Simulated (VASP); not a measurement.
Level of theory: SCAN meta-GGA, VASP's PBE PAW potentials (set 64) (plane waves; VASP).

A VASP calculation is set up with these files.

### INCAR
```
! general
SYSTEM =Se
PREC   =Accurate
ENCUT  =520
LREAL  =.FALSE.
LASPH  =.TRUE.

! electronic loop
EDIFF  =1E-6
NELM   =100
ALGO   =Normal
LMAXMIX=4
LMIXTAU=.TRUE.

! smearing
ISMEAR =0
SIGMA  =0.05

! functional
METAGGA=SCAN

! ions
IBRION =2
NSW    =60
ISIF   =3
EDIFFG =-0.02

! output
LWAVE  =.FALSE.
LCHARG =.FALSE.
```

KPOINTS:
```
K-points
0
G
6 6 4
0 0 0
```

POSCAR:
```
Se
1.0
  2.0440240226  -3.5403534474   0.0000000000
  2.0440240226   3.5403534474   0.0000000000
  0.0000000000   0.0000000000   5.0758695182
Se
3
Cartesian
  2.5483017957  -2.6669187261   3.3839147041
  3.0794924989  -0.0000000000   0.0000000000
  2.5483017957   2.6669187261   1.6919548141
```

POTCAR, in this order: Se (PBE.64 set). Program: vasp_std.

The resulting files:

File OSZICAR:
```
...
DAV:   7    -0.602285657019E+02    0.26127E-06   -0.53337E-07   342   0.965E-03
   8 F= -.60228566E+02 E0= -.60228566E+02  d E =-.176692E-01
       N       E                     dE             d eps       ncg     rms          rms(c)
DAV:   1    -0.602337243784E+02   -0.51584E-02   -0.11268E-01   624   0.204E+00    0.207E-01
DAV:   2    -0.602324176575E+02    0.13067E-02   -0.38907E-03   659   0.527E-01    0.109E-01
DAV:   3    -0.602325190893E+02   -0.10143E-03   -0.23386E-03   649   0.562E-01    0.380E-02
DAV:   4    -0.602325468645E+02   -0.27775E-04   -0.47189E-04   634   0.311E-01    0.206E-02
DAV:   5    -0.602326826018E+02   -0.13574E-03   -0.86776E-04   624   0.443E-01    0.130E-02
DAV:   6    -0.602325273599E+02    0.15524E-03   -0.46155E-04   624   0.311E-01    0.582E-03
DAV:   7    -0.602325175429E+02    0.98170E-05   -0.21350E-05   674   0.579E-02    0.162E-03
DAV:   8    -0.602325192379E+02   -0.16950E-05   -0.23775E-06   572   0.211E-02    0.803E-04
DAV:   9    -0.602325178523E+02    0.13856E-05   -0.17395E-06   442   0.195E-02    0.273E-04
DAV:  10    -0.602325181273E+02   -0.27500E-06   -0.36354E-07   327   0.812E-03
   9 F= -.60232518E+02 E0= -.60232518E+02  d E =-.395243E-02
       N       E                     dE             d eps       ncg     rms          rms(c)
DAV:   1    -0.602521202008E+02   -0.19602E-01   -0.10084E+00   624   0.609E+00    0.621E-01
DAV:   2    -0.602407727668E+02    0.11347E-01   -0.35042E-02   659   0.159E+00    0.327E-01
DAV:   3    -0.602412796587E+02   -0.50689E-03   -0.20833E-02   644   0.167E+00    0.115E-01
DAV:   4    -0.602415468233E+02   -0.26716E-03   -0.43120E-03   644   0.941E-01    0.591E-02
DAV:   5    -0.602422788375E+02   -0.73201E-03   -0.73517E-03   624   0.130E+00    0.414E-02
DAV:   6    -0.602413853548E+02    0.89348E-03   -0.38865E-03   624   0.919E-01    0.169E-02
DAV:   7    -0.602413010738E+02    0.84281E-04   -0.24760E-04   664   0.201E-01    0.540E-03
DAV:   8    -0.602413006535E+02    0.42023E-06   -0.21580E-05   699   0.612E-02    0.299E-03
DAV:   9    -0.602412991276E+02    0.15260E-05   -0.10946E-05   644   0.496E-02    0.104E-03
DAV:  10    -0.602412993320E+02   -0.20444E-06   -0.63054E-06   634   0.383E-02
  10 F= -.60241299E+02 E0= -.60241299E+02  d E =-.127336E-01
       N       E                     dE             d eps       ncg     rms          rms(c)
DAV:   1    -0.602877403004E+02   -0.46441E-01   -0.39899E+00   624   0.120E+01    0.124E+00
DAV:   2    -0.602446811851E+02    0.43059E-01   -0.13994E-01   659   0.317E+00    0.655E-01
DAV:   3    -0.602442863067E+02    0.39488E-03   -0.79675E-02   644   0.320E+00    0.233E-01
DAV:   4    -0.602457019852E+02   -0.14157E-02   -0.17366E-02   634   0.188E+00    0.108E-01
DAV:   5    -0.602458672280E+02   -0.16524E-03   -0.25656E-02   624   0.243E+00    0.900E-02
DAV:   6    -0.602452950415E+02    0.57219E-03   -0.13237E-02   624   0.171E+00    0.334E-02
DAV:   7    -0.602450365897E+02    0.25845E-03   -0.10981E-03   674   0.428E-01    0.135E-02
DAV:   8    -0.602450122692E+02    0.24321E-04   -0.13328E-04   679   0.152E-01    0.985E-03
DAV:   9    -0.602450066373E+02    0.56319E-05   -0.36532E-05   674   0.862E-02    0.233E-03
DAV:  10    -0.602450068746E+02   -0.23732E-06   -0.16269E-05   644   0.614E-02    0.183E-03
DAV:  11    -0.602450047637E+02    0.21109E-05   -0.30139E-06   623   0.255E-02    0.111E-03
DAV:  12    -0.602450046294E+02    0.13429E-06   -0.12339E-07   347   0.421E-03
  11 F= -.60245005E+02 E0= -.60245005E+02  d E =-.164389E-01
       N       E                     dE             d eps       ncg     rms          rms(c)
DAV:   1    -0.602492413713E+02   -0.42366E-02   -0.33438E-01   624   0.351E+00    0.351E-01
DAV:   2    -0.602453287861E+02    0.39126E-02   -0.11511E-02   684   0.920E-01    0.184E-01
DAV:   3    -0.602459002917E+02   -0.57151E-03   -0.68766E-03   649   0.979E-01    0.661E-02
DAV:   4    -0.602459711616E+02   -0.70870E-04   -0.15626E-03   639   0.568E-01    0.355E-02
DAV:   5    -0.602465482066E+02   -0.57705E-03   -0.29474E-03   624   0.810E-01    0.205E-02
DAV:   6    -0.602458651827E+02    0.68302E-03   -0.14852E-03   624   0.550E-01    0.106E-02
DAV:   7    -0.602458555435E+02    0.96393E-05   -0.56671E-05   704   0.932E-02    0.326E-03
DAV:   8    -0.602458583070E+02   -0.27635E-05   -0.16592E-05   654   0.569E-02    0.240E-03
DAV:   9    -0.602458546534E+02    0.36536E-05   -0.95838E-06   639   0.452E-02    0.481E-04
DAV:  10    -0.602458540050E+02    0.64839E-06   -0.54455E-07   382   0.106E-02
  12 F= -.60245854E+02 E0= -.60245854E+02  d E =-.172883E-01
       N       E                     dE             d eps       ncg     rms          rms(c)
DAV:   1    -0.602482894859E+02   -0.24348E-02   -0.10133E-01   624   0.210E+00    0.304E-01
DAV:   2    -0.602470211037E+02    0.12684E-02   -0.50279E-03   639   0.753E-01    0.165E-01
DAV:   3    -0.602464218977E+02    0.59921E-03   -0.36283E-03   624   0.442E-01    0.519E-02
DAV:   4    -0.602463188063E+02    0.10309E-03   -0.55595E-04   624   0.291E-01    0.318E-02
DAV:   5    -0.602464343960E+02   -0.11559E-03   -0.43333E-04   624   0.246E-01    0.254E-02
DAV:   6    -0.602462929364E+02    0.14146E-03   -0.17554E-04   624   0.152E-01    0.321E-03
DAV:   7    -0.602462939981E+02   -0.10617E-05   -0.26681E-05   684   0.703E-02    0.231E-03
DAV:   8    -0.602462938368E+02    0.16130E-06   -0.14914E-06   502   0.150E-02
  13 F= -.60246294E+02 E0= -.60246294E+02  d E =-.439832E-03
       N       E                     dE             d eps       ncg     rms          rms(c)
DAV:   1    -0.602464797568E+02   -0.18576E-03   -0.66612E-03   624   0.539E-01    0.787E-02
DAV:   2    -0.602463988363E+02    0.80921E-04   -0.31931E-04   639   0.189E-01    0.424E-02
DAV:   3    -0.602463547634E+02    0.44073E-04   -0.23398E-04   624   0.110E-01    0.134E-02
DAV:   4    -0.602463514927E+02    0.32707E-05   -0.32091E-05   624   0.685E-02    0.828E-03
DAV:   5    -0.602463590995E+02   -0.76069E-05   -0.25161E-05   624   0.559E-02    0.639E-03
DAV:   6    -0.602463515702E+02    0.75294E-05   -0.94853E-06   624   0.325E-02    0.820E-04
DAV:   7    -0.602463524438E+02   -0.87358E-06   -0.16493E-06   442   0.179E-02
  14 F= -.60246352E+02 E0= -.60246352E+02  d E =-.498439E-03
       N       E                     dE             d eps       ncg     rms          rms(c)
DAV:   1    -0.602469439000E+02   -0.59233E-03   -0.62809E-02   624   0.163E+00    0.141E-01
DAV:   2    -0.602471135758E+02   -0.16968E-03   -0.29577E-03   719   0.496E-01    0.783E-02
DAV:   3    -0.602469519694E+02    0.16161E-03   -0.40058E-04   639   0.153E-01    0.275E-02
DAV:   4    -0.602469368483E+02    0.15121E-04   -0.14270E-04   639   0.130E-01    0.155E-02
DAV:   5    -0.602469488650E+02   -0.12017E-04   -0.91952E-05   629   0.121E-01    0.102E-02
DAV:   6    -0.602469372311E+02    0.11634E-04   -0.42442E-05   634   0.849E-02    0.230E-03
DAV:   7    -0.602469377466E+02   -0.51555E-06   -0.51647E-06   664   0.295E-02
  15 F= -.60246938E+02 E0= -.60246938E+02  d E =-.585303E-03
       N       E                     dE             d eps       ncg     rms          rms(c)
DAV:   1    -0.602472843601E+02   -0.34713E-03   -0.17082E-01   624   0.268E+00    0.235E-01
DAV:   2    -0.602477562461E+02   -0.47189E-03   -0.80443E-03   719   0.817E-01    0.129E-01
DAV:   3    -0.602473113760E+02    0.44487E-03   -0.10762E-03   639   0.250E-01    0.461E-02
DAV:   4    -0.602472733783E+02    0.37998E-04   -0.39198E-04   639   0.213E-01    0.254E-02
DAV:   5    -0.602473028273E+02   -0.29449E-04   -0.25045E-04   629   0.199E-01    0.168E-02
DAV:   6    -0.602472783569E+02    0.24470E-04   -0.11629E-04   624   0.140E-01    0.386E-03
DAV:   7    -0.602472784368E+02   -0.79914E-07   -0.13996E-05   664   0.482E-02    0.177E-03
DAV:   8    -0.602472776023E+02    0.83444E-06   -0.22439E-06   490   0.209E-02
  16 F= -.60247278E+02 E0= -.60247278E+02  d E =-.925159E-03
```

### OUTCAR
```
------------------------ aborting loop because EDIFF is reached ----------------------------------------
  FORCE on cell =-STRESS in cart. coord.  units (eV):
  Direction    XX          YY          ZZ          XY          YZ          ZX
  --------------------------------------------------------------------------------------
  Total        0.0240001      0.0240001     -0.0557048      0.0000000      0.0000000      0.0000000
  in kB        0.4550819      0.4550819     -1.0562537      0.0000000      0.0000000      0.0000000
  external PRESSURE =      -0.0486966 kB  Pullay stress =       0.0000000 kB
  volume of cell :       84.50
      direct lattice vectors                 reciprocal lattice vectors
     2.204733908 -3.818711131  0.000000000     0.226784737 -0.130934230 -0.000000000
     2.204733908  3.818711131 -0.000000000     0.226784737  0.130934230  0.000000000
     0.000000000 -0.000000000  5.018013332     0.000000000  0.000000000  0.199282053
 POSITION                                       TOTAL-FORCE (eV/Angst)
 -----------------------------------------------------------------------------------
      0.48855      0.84620      3.34534         0.001946      0.003371      0.000000
      3.43236     -0.00000      0.00000        -0.003893      0.000000      0.000000
      0.48855     -0.84620      1.67267         0.001946     -0.003371     -0.000000
 -----------------------------------------------------------------------------------
    total drift:                               -0.001927     -0.000448      0.000010
  FREE ENERGIE OF THE ION-ELECTRON SYSTEM (eV)
  ---------------------------------------------------
  free  energy   TOTEN  =       -60.2472776023 eV

  energy  without entropy=      -60.2472776023  energy(sigma->0) =      -60.24727760

 reached required accuracy - stopping structural energy minimisation
```
(Selected blocks of OUTCAR.)

### CONTCAR
```
Se
   1.00000000000000
     2.2047339075264141   -3.8187111305278529    0.0000000000000000
     2.2047339075264141    3.8187111305278529   -0.0000000000000000
     0.0000000000000000   -0.0000000000000000    5.0180133320501392
  Se
     3
Direct
     0.0000000000009045    0.2215934787836187    0.6666669999999968
     0.7784065212154765    0.7784065212154765    0.0000000000000000
     0.2215934787836187    0.0000000000009045    0.3333330000000032
```

Energy and stress use the plane-wave basis of the starting cell.

The compound is Se in the trig structure. This run relaxes it. Symmetry was kept, so distortions that lower it aren't found. The start is the result of an earlier pass.
